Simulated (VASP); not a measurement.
Level of theory: PBE GGA with D3 dispersion (Becke-Johnson damping), VASP's PBE PAW potentials (set 64) (plane waves; VASP).

VASP ran on this input.

### INCAR
```
SYSTEM = WS2
PREC = Normal
ENCUT = 400
EDIFF = 1E-5
NELM = 100
ALGO = Fast
LREAL = .FALSE.
LASPH = .TRUE.
ISMEAR = 0
SIGMA = 0.05
GGA = PE
IVDW = 12
LMAXMIX = 6
LWAVE = .FALSE.
LCHARG = .FALSE.
NELMIN = 4
IBRION = 2
ISIF = 2
NSW = 20
EDIFFG = -0.03
```

### KPOINTS
```
kpoints
0
G
  11 11 3
```

File POSCAR:
```
WS2
1
    3.1542731743    -0.0000000000     0.0000000000
   -1.5771365871     2.7316806773     0.0000000000
    0.0000000000     0.0000000000    12.1198550450
W S
2 4
Direct
  0.6666670000   0.3333330000   0.7500000000
  0.3333330000   0.6666670000   0.2500000000
  0.6666670000   0.3333330000   0.3780000000
  0.3333330000   0.6666670000   0.8780000000
  0.3333330000   0.6666670000   0.6220000000
  0.6666670000   0.3333330000   0.1220000000
```

POTCAR, in this order: W_sv S (PBE.64 set). Program: vasp_std.

The run wrote:

**OSZICAR**
```
       N       E                     dE             d eps       ncg     rms          rms(c)
DAV:   1     0.465807703284E+03    0.46581E+03   -0.25535E+04  2232   0.140E+03
DAV:   2    -0.195981563589E+02   -0.48541E+03   -0.47468E+03  2392   0.409E+02
DAV:   3    -0.490857188479E+02   -0.29488E+02   -0.29084E+02  2453   0.941E+01
DAV:   4    -0.497815358747E+02   -0.69582E+00   -0.69404E+00  2475   0.151E+01
DAV:   5    -0.497993348529E+02   -0.17799E-01   -0.17790E-01  2486   0.244E+00    0.396E+01
RMM:   6    -0.473112662372E+02    0.24881E+01   -0.11422E+01  2343   0.156E+01    0.162E+01
RMM:   7    -0.471343306581E+02    0.17694E+00   -0.20067E+00  2262   0.610E+00    0.627E+00
RMM:   8    -0.471718919098E+02   -0.37561E-01   -0.57817E-01  2294   0.308E+00    0.128E+00
RMM:   9    -0.471627911848E+02    0.91007E-02   -0.16807E-01  2155   0.165E+00    0.768E-01
RMM:  10    -0.471605908204E+02    0.22004E-02   -0.26946E-02  2336   0.786E-01    0.117E-01
RMM:  11    -0.471609491832E+02   -0.35836E-03   -0.63337E-03  2509   0.347E-01    0.639E-02
RMM:  12    -0.471609791464E+02   -0.29963E-04   -0.13614E-03  2552   0.163E-01    0.552E-02
RMM:  13    -0.471609889795E+02   -0.98332E-05   -0.26315E-04  2201   0.676E-02    0.194E-02
RMM:  14    -0.471609955444E+02   -0.65649E-05   -0.77616E-05  1673   0.330E-02
   1 F= -.49775438E+02 E0= -.49775438E+02  d E =-.497754E+02
       N       E                     dE             d eps       ncg     rms          rms(c)
DAV:   1    -0.471730028772E+02   -0.12014E-01   -0.26243E+00  2369   0.626E+00    0.155E+00
RMM:   2    -0.471809577502E+02   -0.79549E-02   -0.10288E-01  2029   0.152E+00    0.724E-01
RMM:   3    -0.471825794034E+02   -0.16217E-02   -0.18316E-02  2130   0.681E-01    0.353E-01
RMM:   4    -0.471826562916E+02   -0.76888E-04   -0.24451E-03  2140   0.287E-01    0.125E-01
RMM:   5    -0.471827046407E+02   -0.48349E-04   -0.76428E-04  2321   0.140E-01    0.527E-02
RMM:   6    -0.471827114856E+02   -0.68449E-05   -0.12404E-04  1939   0.591E-02    0.304E-02
RMM:   7    -0.471827151150E+02   -0.36294E-05   -0.32099E-05  1333   0.272E-02
   2 F= -.49798142E+02 E0= -.49798142E+02  d E =-.227036E-01
```

**OUTCAR**
```
------------------------ aborting loop because EDIFF is reached ----------------------------------------
 Edisp (eV)   -2.61543
  FORCE on cell =-STRESS in cart. coord.  units (eV):
  Direction    XX          YY          ZZ          XY          YZ          ZX
  --------------------------------------------------------------------------------------
  Total      -0.05262    -0.05262    -0.06631    -0.00000     0.00000     0.00000
  in kB      -0.80737    -0.80737    -1.01734    -0.00000     0.00000     0.00000
  external pressure =       -0.88 kB  Pullay stress =        0.00 kB
  volume of cell :      104.43
      direct lattice vectors                 reciprocal lattice vectors
     3.154273174  0.000000000  0.000000000     0.317030246  0.183037499  0.000000000
    -1.577136587  2.731680677  0.000000000     0.000000000  0.366074999  0.000000000
     0.000000000  0.000000000 12.119855045     0.000000000  0.000000000  0.082509238
 POSITION                                       TOTAL-FORCE (eV/Angst)
 -----------------------------------------------------------------------------------
      1.57714      0.91056      9.08989         0.000000     -0.000000      0.000000
     -0.00000      1.82112      3.02996        -0.000000      0.000000      0.000000
      1.57714      0.91056      4.60527         0.000000     -0.000000     -0.018468
     -0.00000      1.82112     10.66519        -0.000000      0.000000     -0.018468
     -0.00000      1.82112      7.51459        -0.000000      0.000000      0.018468
      1.57714      0.91056      1.45466         0.000000     -0.000000      0.018468
 -----------------------------------------------------------------------------------
    total drift:                               -0.000984      0.000568     -0.000039
  FREE ENERGIE OF THE ION-ELECTRON SYSTEM (eV)
  ---------------------------------------------------
  free  energy   TOTEN  =       -49.7981416779 eV

  energy  without entropy=      -49.7981416779  energy(sigma->0) =      -49.79814168

 reached required accuracy - stopping structural energy minimisation
```
(Selected blocks of OUTCAR.)

**CONTCAR**
```
WS2
   1.00000000000000
     3.1542731743000001    0.0000000000000000    0.0000000000000000
    -1.5771365871000000    2.7316806773000000    0.0000000000000000
     0.0000000000000000    0.0000000000000000   12.1198550449999995
  W               S
     2     4
Direct
     0.6666669999999968    0.3333330000000032    0.7500000000000000
     0.3333330000000032    0.6666669999999968    0.2500000000000000
     0.6666669999999968    0.3333330000000032    0.3799770652468434
     0.3333330000000032    0.6666669999999968    0.8799770652468434
     0.3333330000000032    0.6666669999999968    0.6200229347531566
     0.6666669999999968    0.3333330000000032    0.1200229347531566
```

The compound is WS2 in the 2H layered structure. This run relaxes the ions in a fixed cell. Symmetry was kept, so distortions that lower it aren't found.
